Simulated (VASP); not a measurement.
Here is the system:

```
CELL_PARAMETERS angstrom
      3.07814     0.00000     0.00000
      0.00000     3.07814     0.00000
      0.00000     0.00000     3.07814
ATOMIC_POSITIONS crystal
  Pb 0.00000 0.00000 0.00000
  O  0.50000 0.50000 0.50000
```

These are PBEsol GGA, VASP's PBE PAW potentials (set 64) (plane waves; VASP 6.6.1) values and carry that method's errors. Numerical set-up: 620 eV cut-off, 9×9×9 Γ-centred mesh, Gaussian smearing of 0.050 eV, potentials Pb_d O.

Energy and stress use the plane-wave basis of the starting cell.

Problem. The ions, cell shape and volume at an external pressure of 20.0 GPa are relaxed. Give the cell that the relaxation ends in.

Solution. 
```
CELL_PARAMETERS angstrom
      3.02080     0.00000     0.00000
      0.00000     3.02080     0.00000
      0.00000     0.00000     3.02080
ATOMIC_POSITIONS crystal
  Pb 0.00000 0.00000 0.00000
  O  0.50000 0.50000 0.50000
```
Space group Pm-3m (221), at a tolerance of 0.03 Å.

Problem. How do energy and volume change from the first to the last step?

Solution. The energy (σ→0) changes by +73.0 meV/atom and the volume by -5.5 %, in 3 ionic steps.

The structure was generated: PbO was put into the CsCl type type (Pm-3m), which need not be its known phase. This run relaxes it under an external pressure of 20 GPa. Symmetry was kept, so distortions that lower it aren't found.
